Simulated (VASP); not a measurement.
These are PBE GGA, VASP's PBE PAW potentials (set 64) (plane waves; VASP) values and carry that method's errors.

A VASP calculation is set up with these files.

### KPOINTS
```
Automatic mesh
0
Gamma
13 13 13
0 0 0
```

INCAR:
```
! general
SYSTEM  = Pb
PREC    = Accurate
ENCUT   = 500   ! plane-wave cut-off (eV)
LREAL   = .FALSE.
LASPH   = .TRUE.

! electronic loop
EDIFF   = 1E-6   ! SCF stop (eV)
NELM    = 100   ! most electronic steps
ALGO    = Normal
LMAXMIX = 4   ! l cut-off of mixed one-centre charges

! smearing
ISMEAR  = 1   ! Methfessel-Paxton
SIGMA   = 0.1

! functional
GGA     = PE

! ions
IBRION  = 2
NSW     = 40   ! most ionic steps
ISIF    = 3
EDIFFG  = -0.02

! output
LWAVE   = .FALSE.
LCHARG  = .FALSE.
```

### POSCAR
```
Pb
1
   -0.0000000000     2.5134406462     2.5134406462
    2.5134406462    -0.0000000000     2.5134406462
    2.5134406462     2.5134406462    -0.0000000000
Pb
1
Direct
  1.0000000000   0.0000000000   1.0000000000
```

POTCAR, in this order: Pb_d (PBE.64 set). Program: vasp_std.

The resulting files:

OSZICAR:
```
       N       E                     dE             d eps       ncg     rms          rms(c)
DAV:   1     0.101836608309E+03    0.10184E+03   -0.72681E+03  1866   0.143E+03
DAV:   2     0.113572832727E+01   -0.10070E+03   -0.98823E+02  1887   0.324E+02
DAV:   3    -0.346053398027E+01   -0.45963E+01   -0.45506E+01  2210   0.800E+01
DAV:   4    -0.356681658119E+01   -0.10628E+00   -0.10626E+00  2260   0.136E+01
DAV:   5    -0.357105321189E+01   -0.42366E-02   -0.42365E-02  2302   0.238E+00    0.488E-01
DAV:   6    -0.356299071818E+01    0.80625E-02   -0.14574E-02  2259   0.223E+00    0.249E-01
DAV:   7    -0.356122828001E+01    0.17624E-02   -0.63612E-03  2214   0.141E+00    0.896E-02
DAV:   8    -0.356122411320E+01    0.41668E-05   -0.40813E-04  2152   0.385E-01    0.106E-02
DAV:   9    -0.356122116817E+01    0.29450E-05   -0.12110E-05  2347   0.660E-02    0.501E-03
DAV:  10    -0.356122046808E+01    0.70009E-06   -0.12232E-06  1536   0.113E-02
   1 F= -.35612205E+01 E0= -.35609562E+01  d E =-.356122E+01
       N       E                     dE             d eps       ncg     rms          rms(c)
DAV:   1    -0.357000443850E+01   -0.87833E-02   -0.26140E-01  2163   0.114E+01    0.481E-01
DAV:   2    -0.356245538170E+01    0.75491E-02   -0.14968E-02  2127   0.264E+00    0.171E-01
DAV:   3    -0.356136870992E+01    0.10867E-02   -0.44552E-03  2355   0.138E+00    0.138E-02
DAV:   4    -0.356136347110E+01    0.52388E-05   -0.48069E-05  1935   0.814E-02    0.786E-03
DAV:   5    -0.356136097404E+01    0.24971E-05   -0.29236E-05  1887   0.497E-02    0.449E-03
DAV:   6    -0.356136064532E+01    0.32872E-06   -0.19730E-06  1964   0.283E-02
   2 F= -.35613606E+01 E0= -.35610477E+01  d E =-.140177E-03
```

OUTCAR:
```
------------------------ aborting loop because EDIFF is reached ----------------------------------------
  FORCE on cell =-STRESS in cart. coord.  units (eV):
  Direction    XX          YY          ZZ          XY          YZ          ZX
  --------------------------------------------------------------------------------------
  Total       -0.0055439     -0.0055439     -0.0055439     -0.0000000     -0.0000000      0.0000000
  in kB       -0.2777062     -0.2777062     -0.2777062     -0.0000000     -0.0000000      0.0000000
  external PRESSURE =      -0.2777062 kB  Pullay stress =       0.0000000 kB
  volume of cell :       31.98
      direct lattice vectors                 reciprocal lattice vectors
     0.000000000  2.519442728  2.519442728    -0.198456585  0.198456585  0.198456585
     2.519442728 -0.000000000  2.519442728     0.198456585 -0.198456585  0.198456585
     2.519442728  2.519442728  0.000000000     0.198456585  0.198456585 -0.198456585
 POSITION                                       TOTAL-FORCE (eV/Angst)
 -----------------------------------------------------------------------------------
      5.03889      2.51944      2.51944         0.000000     -0.000000     -0.000000
 -----------------------------------------------------------------------------------
    total drift:                                0.000000      0.000000      0.000000
  FREE ENERGIE OF THE ION-ELECTRON SYSTEM (eV)
  ---------------------------------------------------
  free  energy   TOTEN  =        -3.5613606453 eV

  energy  without entropy=       -3.5604218776  energy(sigma->0) =       -3.56104772

 reached required accuracy - stopping structural energy minimisation
```
(Selected blocks of OUTCAR.)

### CONTCAR
```
Pb
   1.00000000000000
     0.0000000000000000    2.5194427279601945    2.5194427279601945
     2.5194427279601945   -0.0000000000000000    2.5194427279601945
     2.5194427279601945    2.5194427279601945    0.0000000000000000
  Pb
     1
Direct
     0.0000000000000000    1.0000000000000000    1.0000000000000000
```

The compound is Pb in the fcc structure. This run relaxes it. Symmetry was kept, so distortions that lower it aren't found.
